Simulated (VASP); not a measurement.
Input:

```
CELL_PARAMETERS angstrom
      0.00000     2.47500     2.47500
      2.47500     0.00000     2.47500
      2.47500     2.47500     0.00000
ATOMIC_POSITIONS crystal
  Pb 0.00000 0.00000 0.00000
```

Calculation: rev-vdW-DF2, VASP's PBE PAW potentials (set 64) (plane waves; VASP). Numerical set-up: 520 eV cut-off, 11×11×11 Γ-centred mesh, first-order Methfessel-Paxton smearing of 0.10 eV, potentials Pb_d.

Task: The ions, cell shape and volume are relaxed. Which structure does the run end with?

Result: 
```
CELL_PARAMETERS angstrom
      0.00000     2.48994     2.48994
      2.48994     0.00000     2.48994
      2.48994     2.48994     0.00000
ATOMIC_POSITIONS crystal
  Pb 0.00000 0.00000 0.00000
```
Space group Fm-3m (225), at a tolerance of 0.03 Å.

Task: How do energy and volume change from the first to the last step?

Result: The energy (σ→0) changes by -1.5 meV/atom and the volume by +1.8 %, in 3 ionic steps.

```tsv
step	E(σ→0) (eV)	max force (eV/Å)	pressure (GPa)	volume (Å³)
1	-0.7504	0.000	0.89	30.32
2	-0.7517	0.000	-0.30	31.07
3	-0.7519	0.000	0.00	30.87
```

The compound is Pb in the fcc structure. This run relaxes it. Symmetry was kept, so distortions that lower it aren't found.
